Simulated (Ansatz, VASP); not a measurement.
**AlBP2: VASP beside Ansatz**

Aim: how closely do two programs agree when they are given the same cell, functional and k mesh? The cell is generated by rule, not measured, and may not be a known phase. The cell is taken from a series of runs on this material, whose earlier steps may have relaxed, scaled, displaced or heated it; both programs get it as it stands.

Calculated with Ansatz 0.2.0; plane waves, with VASP 6.6.1 beside it; single point at PBEsol.

The structure was built from a prototype and need not be the compound's stable phase.

**1. The structure**

It takes space group P3m1 (No. 156, trigonal). Conventional cell: a = 3.436 Å, b = 3.436 Å, c = 5.701 Å, α = 90.00°, β = 90.00°, γ = 120.00°. Nearest to Al lie 4 P at 2.11 to 2.13 Å. B has 4 P at 2.11 to 2.13 Å nearest. P has 3 B at 2.11 Å and 1 Al at 2.13 Å nearest. Nearest to P lie 3 Al at 2.11 Å and 1 B at 2.13 Å. Farther neighbours are not listed.

**2. VASP: single point, PBEsol**

A single point gives forces, pressure and levels at one fixed geometry, so differences don't come from the geometry; what else differs is listed under the comparison.

Lines of VASP's logs that name or quote its potential files are left out, and so is its time.

File INCAR:

```
SYSTEM = AlBP2
PREC = Accurate
ENCUT = 500
EDIFF = 1E-06
NELM = 120
ISMEAR = 0
SIGMA = 0.1
LREAL = .FALSE.
ALGO = Normal
GGA = PS
NBANDS = 14
LORBIT = 11
LWAVE = .FALSE.
LCHARG = .FALSE.
ISIF = 2
LASPH = .TRUE.
GGA_COMPAT = .FALSE.
EFERMI = MIDGAP
```

File POSCAR:

```
AlBP2
1.0
    3.4362700000      0.0000000000      0.0000000000
   -1.7181400000      2.9759000000      0.0000000000
    0.0000000000      0.0000000000      5.7014900000
Al B P
1 1 2
Direct
    0.6666666700      0.3333333300      0.5004073400
    0.3333333367      0.6666666633      0.0004073400
    0.6666666700      0.3333333300      0.8745926600
    0.3333333367      0.6666666633      0.3745926600
```

File KPOINTS:

```
Automatic mesh
0
Gamma
6 6 4
0 0 0
```

PAW data sets: Al, B and P (PBE family, release 64).

Launch:

```
> mpirun -np 1 vasp_std
```

Numbers of over 12 decimals in the logs are rounded to 6 here.

Output:

```text
[banner, memory and clock lines left out]
running    1 mpi-ranks, on    1 nodes
 distrk:  each k-point on    1 cores,    1 groups
 distr:  one band on    1 cores,    1 groups

 POSCAR found type information on POSCAR AlB P
 POSCAR found :  3 types and       4 ions
|                                                                             |
|               ----> ADVICE to this user running VASP <----                  |
|                                                                             |
|     You enforced a specific xc type in the INCAR file but a different       |
|     [... a line on the potential file left out ...]
|     I HOPE YOU KNOW WHAT YOU ARE DOING!                                     |
|                                                                             |

 LDA part: xc-table for (Slater+PW92), standard interpolation
 POSCAR, INCAR and KPOINTS ok, starting setup
 FFT: planning ... GRIDC
 FFT: planning ... GRID_SOFT
 FFT: planning ... GRID
 WAVECAR not read
 entering main loop
       N       E                     dE             d eps       ncg     rms          rms(c)
DAV:   1     0.373403920591E+02    0.37340E+02   -0.65021E+03   672   0.950E+02
DAV:   2    -0.205180179181E+02   -0.57858E+02   -0.53284E+02   954   0.151E+02
DAV:   3    -0.230596371109E+02   -0.25416E+01   -0.25236E+01   894   0.318E+01
DAV:   4    -0.230872910911E+02   -0.27654E-01   -0.27648E-01   834   0.407E+00
DAV:   5    -0.230878154357E+02   -0.52434E-03   -0.52420E-03   914   0.536E-01    0.790E+00
DAV:   6    -0.224426316181E+02    0.64518E+00   -0.48673E-01   852   0.460E+00    0.475E+00
DAV:   7    -0.222553815655E+02    0.18725E+00   -0.63982E-01   888   0.492E+00    0.132E+00
DAV:   8    -0.222530433456E+02    0.23382E-02   -0.66407E-02   836   0.186E+00    0.983E-01
DAV:   9    -0.222533937274E+02   -0.35038E-03   -0.39547E-03   864   0.422E-01    0.478E-01
DAV:  10    -0.222532714272E+02    0.12230E-03   -0.65537E-04   816   0.160E-01    0.642E-02
DAV:  11    -0.222532872729E+02   -0.15846E-04   -0.14921E-04   912   0.745E-02    0.707E-02
DAV:  12    -0.222532873208E+02   -0.47906E-07   -0.10158E-05   870   0.216E-02    0.319E-02
DAV:  13    -0.222532900214E+02   -0.27006E-05   -0.48563E-06   822   0.158E-02    0.628E-03
DAV:  14    -0.222532900351E+02   -0.13709E-07   -0.87922E-07   492   0.579E-03
   1 F= -.22253290E+02 E0= -.22253290E+02  d E =-.726607E-14
```

OUTCAR, selected parts (step 2):

```text
ion  position               nearest neighbor table
   1  0.667  0.333  0.500-   4 2.11   4 2.11   4 2.11   3 2.13
   2  0.333  0.667  0.000-   3 2.11   3 2.11   3 2.11   4 2.13
   3  0.667  0.333  0.875-   2 2.11   2 2.11   2 2.11   1 2.13
   4  0.333  0.667  0.375-   1 2.11   1 2.11   1 2.11   2 2.13

  LATTYP: Found a hexagonal cell.
 ALAT       =     3.4362700000
 C/A-ratio  =     1.6592089679

 Subroutine GETGRP returns: Found  6 space group operations
 (whereof  6 operations were pure point group operations)

The static configuration has the point symmetry C_3v.

 Found     24 irreducible k-points:

   k-points           NKPTS =     24   k-points in BZ     NKDIM =     24   number of bands    NBANDS=     14

   dimension x,y,z NGX =    28 NGY =   28 NGZ =   42
   dimension x,y,z NGXF=    56 NGYF=   56 NGZF=   84

   ENCUT  =  500.0 eV  36.75 Ry    6.06 a.u.   6.27  6.27 10.40*2*pi/ulx,y,z

   NELECT =      16.0000    total number of electrons

 k-points in reciprocal lattice and weights: Automatic mesh
   0.00000000  0.00000000  0.00000000       0.007
   0.16666667  0.00000000  0.00000000       0.042
   0.33333333  0.00000000  0.00000000       0.042
   0.50000000  0.00000000  0.00000000       0.021
   0.16666667  0.16666667  0.00000000       0.042
   0.33333333  0.16666667  0.00000000       0.083
   0.33333333  0.33333333  0.00000000       0.014
   0.00000000  0.00000000  0.25000000       0.014
   0.16666667  0.00000000  0.25000000       0.042
[...]
0.33333333  0.16666667  0.50000000       0.083
   0.33333333  0.33333333  0.50000000       0.014

 average (electrostatic) potential at core
       1 -72.1782       2 -26.4053       3 -81.5789       4 -80.7003

 E-fermi :   7.4016

 k-point     1 :       0.0000    0.0000    0.0000
  band No.  band energies     occupation
    ...
      4       5.2376      2.00000
      5       5.2376      2.00000
      6       6.4703      2.00000
      7       6.8875      2.00000
      8       6.8875      2.00000
      9       9.1722      0.00000
     10       9.9222      0.00000
     11       9.9222      0.00000
     12      10.1461      0.00000
     13      12.6447      0.00000
    ...

 k-point     2 :       0.1667    0.0000    0.0000
  band No.  band energies     occupation
    ...
      4       3.2106      2.00000
      5       4.6062      2.00000
      6       5.1467      2.00000
      7       6.0593      2.00000
      8       6.4452      2.00000
      9       9.1844      0.00000
     10      10.3933      0.00000
     11      10.6890      0.00000
     12      11.3170      0.00000
     13      11.8564      0.00000
    ...

 k-point     3 :       0.3333    0.0000    0.0000
  band No.  band energies     occupation
    ...
      4       1.0914      2.00000
      5       2.4778      2.00000
      6       3.7602      2.00000
      7       4.6994      2.00000
      8       5.7427      2.00000
      9       8.3227      0.00000
     10      10.6926      0.00000
     11      11.0342      0.00000
     12      11.1057      0.00000
     13      11.7368      0.00000
    ...

  Total        6.5918155      6.5918283      6.4223770     -0.0000111      0.0000000      0.0000000
  in kB      181.1430371    181.1433884    176.4868686     -0.0003044      0.0000000      0.0000000
  external PRESSURE =     179.5910980 kB  Pullay stress =       0.0000000 kB

  energy-cutoff  :      500.00
  volume of cell :       58.30
      direct lattice vectors                 reciprocal lattice vectors
     3.436270000  0.000000000  0.000000000     0.291013221  0.168016887  0.000000000
    -1.718140000  2.975900000  0.000000000     0.000000000  0.336032797  0.000000000
     0.000000000  0.000000000  5.701490000     0.000000000  0.000000000  0.175392748

 POSITION                                       TOTAL-FORCE (eV/Angst)
 -----------------------------------------------------------------------------------
      1.71813      0.99197      2.85307         0.000000     -0.000000     -0.128297
     -0.00000      1.98393      0.00232        -0.000000     -0.000000      0.142218
      1.71813      0.99197      4.98648        -0.000000      0.000000      4.605801
     -0.00000      1.98393      2.13574         0.000000     -0.000000     -4.619721
 -----------------------------------------------------------------------------------
    total drift:                                0.000046      0.000036     -0.000119

  FREE ENERGIE OF THE ION-ELECTRON SYSTEM (eV)
  ---------------------------------------------------
  free  energy   TOTEN  =       -22.2532900351 eV

  energy  without entropy=      -22.2532900351  energy(sigma->0) =      -22.25329004

 total charge
# of ion       s       p       d       tot
------------------------------------------
    1        0.445   0.577   0.000   1.022
    2        0.631   1.010   0.000   1.641
    3        1.004   1.541   0.000   2.546
    4        1.021   1.747   0.000   2.769
--------------------------------------------------
tot          3.101   4.876   0.000   7.978

[... 3 further parts left out ...]
```

The run ends at a pressure of 17.96 GPa, with forces up to 4.6 eV/Å.

**3. Ansatz: single point, PBEsol**

Ansatz runs on norm-conserving files, of PseudoDojo where its log says so.

The same cell, functional, mesh and smearing now go to Ansatz, which takes its cutoff from its data sets.

File input.yaml:

```yaml
crystal:
  lattice:
    - [3.43627, 0.0, 0.0]
    - [-1.71814, 2.9759, 0.0]
    - [0.0, 0.0, 5.70149]
  atoms:
    - { symbol: Al, position: [0.66666667, 0.33333333, 0.50040734] }
    - { symbol: B, position: [0.33333333, 0.66666667, 0.00040734] }
    - { symbol: P, position: [0.66666667, 0.33333333, 0.87459266] }
    - { symbol: P, position: [0.33333333, 0.66666667, 0.37459266] }
kpoints:
  mp_grid: { grid: [6, 6, 4] }
hamiltonian:
  xc: pbesol
  pseudopotentials: { kind: nc }
scf:
  occupations: { method: gaussian, width: 0.1 }
output:
  forces: true
  stress: true
  eigenvalues: true
```

Launch:

```
> ansatz run input.yaml --threads 4 --pin off --max-ram 7168MiB --backend cpu --events-out ev --progress --plain --runs-dir out
```

Output:

```text
Engine: ansatz 0.2.0, aarch64-unknown-linux-gnu
Pseudopotentials: kind: nc
Pseudopotential: Al, nc, valence charge 3, recommended cutoff 544.227725 eV (normal), Al.nc.azcp (PseudoDojo's, or run here from an input of PseudoDojo's: the run reads no file of this project's for it)
Pseudopotential: B, nc, valence charge 3, recommended cutoff 1034.032677 eV (normal), B.nc.azcp (PseudoDojo's, or run here from an input of PseudoDojo's: the run reads no file of this project's for it)
Pseudopotential: P, nc, valence charge 5, recommended cutoff 598.650497 eV (normal), P.nc.azcp (PseudoDojo's, or run here from an input of PseudoDojo's: the run reads no file of this project's for it)
Functional definition: PBEsol
  exchange = pbesol_x
  correlation = pbesol_c
Crystal: 4 atoms, lattice volume = 58.303 Å³
Basis set: ecut = 1034.032677 eV, 4355 PW (Γ), exchange–correlation on 80×80×120 points (8 copies of the dense FFT grid, shifted against one another)
Bands: 12, of which v1, the nominal top of the filled ones, is band 8 counted from 1 (7 counted from 0)
Symmetry: 6 space group operations
Space group: P3m1 (ITA 156), of the structure as read, at distance tolerance 3.9e-5 Å
k-points: 24 of 144 (time reversal used)
Non-local potential: Al, projectors of the file, l = 0: 2, l = 1: 2, l = 2: 2
Non-local potential: B, projectors of the file, l = 0: 2, l = 1: 2
Non-local potential: P, projectors of the file, l = 0: 2, l = 1: 2, l = 2: 2
Initial density: superposition of atomic densities (chi_scale 0.1, normalization cell, long waves kept (reshape's long-wave potential 0.04 eV rms))
Initial wavefunctions: pseudopotential atomic-orbital guess
Functional: x = pbesol(κ = 0.804, μ = 0.123457), c = pbesol(β = 0.046)
SCF iter   1: F=—  HF=-520.188760 eV  |F-HF|=—  |Δ(HF+E_count)|=         —  Δρ=6.22e-2  dr2=2.48e0  ethr=3.10e-3  ⟨swp⟩=6.6  Hψ=2201  notcnv=0
preconditioner: auto → none  [insulator: Δε(μ)=1.394 eV  Ē_g=9.632 eV  σ=0.100 eV  W_gap=1.00  n_scr=8 (ndim 8)  ℏωp=19.5 eV  f_vac=0.000  D(μ)=0.00/eV (n_scr^D=0)  ε∞_Penn≈5.1]
SCF iter   2: F=—  HF=-519.417034 eV  |F-HF|=—  |Δ(HF+E_count)|=   7.72e-1  Δρ=2.38e-2  dr2=2.82e-1  ethr=3.10e-3  ⟨swp⟩=3.4  Hψ=845  notcnv=0
SCF iter   3: F=—  HF=-519.359418 eV  |F-HF|=—  |Δ(HF+E_count)|=   5.76e-2  Δρ=8.39e-3  dr2=7.21e-2  ethr=1.76e-3  ⟨swp⟩=3.5  Hψ=616  notcnv=0
SCF iter   4: F=—  HF=-519.344442 eV  |F-HF|=—  |Δ(HF+E_count)|=   1.50e-2  Δρ=3.25e-3  dr2=1.44e-2  ethr=4.51e-4  ⟨swp⟩=3.2  Hψ=662  notcnv=0
SCF iter   5: F=—  HF=-519.341463 eV  |F-HF|=—  |Δ(HF+E_count)|=   2.98e-3  Δρ=1.27e-3  dr2=6.75e-4  ethr=9.02e-5  ⟨swp⟩=1.9  Hψ=423  notcnv=0
SCF iter   6: F=—  HF=-519.341382 eV  |F-HF|=—  |Δ(HF+E_count)|=   8.12e-5  Δρ=3.57e-4  dr2=4.87e-5  ethr=4.22e-6  ⟨swp⟩=2.3  Hψ=432  notcnv=0
SCF iter   7: F=—  HF=-519.341389 eV  |F-HF|=—  |Δ(HF+E_count)|=   6.44e-6  Δρ=5.43e-5  dr2=9.62e-7  ethr=3.04e-7  ⟨swp⟩=2.4  Hψ=441  notcnv=0
SCF iter   8: F=-519.341389 eV  HF=-519.341389 eV  |F-HF|=5.36e-8  |Δ(HF+E_count)|=   4.65e-7  Δρ=1.57e-5  dr2=7.07e-8  ethr=6.25e-10  ⟨swp⟩=8.2  Hψ=1845  notcnv=0
SCF 1 converged in 8 iterations: F = -519.341389 eV  dr2 = 7.07e-8
SCF converged after 8 iterations
Free energy (F): -519.341389 eV
Harris-Foulkes:  -519.341389 eV  (|F-HF|=5.36e-8)
Internal energy: -519.341389 eV  (E = F + TS)
E sigma→0 (E₀):  -519.341389 eV
Fermi energy:    8.425898 eV
--- Per-component energies (eV) ---
  E_band       = 32.445474
  E_kinetic    = 219.944356
  E_local      = -147.531725  (includes V_loc(G=0)·N_el)
  E_nonlocal   = 75.158219
  E_hartree    = 39.263521
  E_xc         = -176.441241
  E_vxc        = -193.651784  (∫ρ·V_xc dr)
  E_ewald      = -529.734520
  E_smearing   = -0.000000  (= −TS)
  E_closure    = 0.000000  (closes the sum)
  Σ components = -519.341389   (vs F -519.341389, Δ=0.00e0)
--- Forces (eV/Å), atoms counted from 1 ---
  atom   1  Al    -0.00000000     0.00000000    -0.13662648
  atom   2  B      0.00000000    -0.00000000     0.14379677
  atom   3  P     -0.00000000     0.00000000     4.58041471
  atom   4  P      0.00000000    -0.00000000    -4.58758772
  max |Σ_I F_I| component: 2.71e-6 eV/Å
--- Stress (GPa, compression-positive) ---
       17.757494       0.000000      -0.000000
        0.000000      17.757494       0.000000
       -0.000000       0.000000      17.314866
  P = ⅓ Tr σ = 17.6100 GPa (176.100 kbar)
--- Band table (eV; the first three rows and the last of 24) ---
  k-point 0: bands = [... 4 lower, 6.2600, 7.4954, 7.9116, 7.9116, 10.1893, 10.9382, 10.9382, 11.1594]
  k-point 1: bands = [... 4 lower, 6.4071, 6.4071, 7.6355, 7.6355, 10.3238, 11.1187, 11.1187, 11.4758]
  k-point 2: bands = [... 4 lower, 6.6474, 6.6474, 7.2781, 7.2781, 10.5376, 11.3317, 11.3403, 11.3403]
  k-point 23: bands = [... 4 lower, 2.5387, 2.7212, 5.5346, 5.9651, 9.7700, 11.5345, 11.6200, 13.2736]
```

The run ends at a pressure of 17.61 GPa, with forces up to 4.6 eV/Å.

**4. Differences**

Known differences besides the potentials themselves: the cutoff is 1034.03 eV in Ansatz and 500 eV in VASP. Total energies have different zeros and are not compared.

The two programs side by side:

```tsv
quantity	Ansatz	VASP	difference
pressure (GPa)	17.61	17.96	-0.35
gap on the k mesh (eV)	1.034	1.028	+0.005
```

Forces (eV/Å; atoms numbered as in POSCAR):

```tsv
atom	Ansatz x, y, z	VASP x, y, z
Al1	0.000, 0.000, -0.137	0.000, 0.000, -0.128
B2	0.000, 0.000, 0.144	0.000, 0.000, 0.142
P3	0.000, 0.000, 4.580	0.000, 0.000, 4.606
P4	0.000, 0.000, -4.588	0.000, 0.000, -4.620
```

The forces differ by 12 meV/Å r.m.s., which is 0.6 % of the r.m.s. force of 1.884 eV/Å (both taken over all components). A gap on the mesh is an upper bound, since the band edges may lie between its points.

**5. Outcome**

```
r.m.s. force difference (single point, PBEsol) : 0.64 % of the r.m.s. force
```

**Reading.** The r.m.s. force difference is 0.64 % of the r.m.s. force (single point, PBEsol), within the 3 % picked in this series as the mark of a large difference. How closely two codes agree says nothing of how well the functional describes the real material.

[Lines on the potential files, build, host, timing and source positions are cut from VASP's logs without a mark.]

[Logs are printed without paths, hosts, clocks, repeated set-up lines and the standing remarks that a program may print on its own settings, such as how far it seeks lower states.]

[Hosts, paths, dates, database ids (printed as entryN), source tags and the programs' standing remarks are cut or masked in the printed files.]
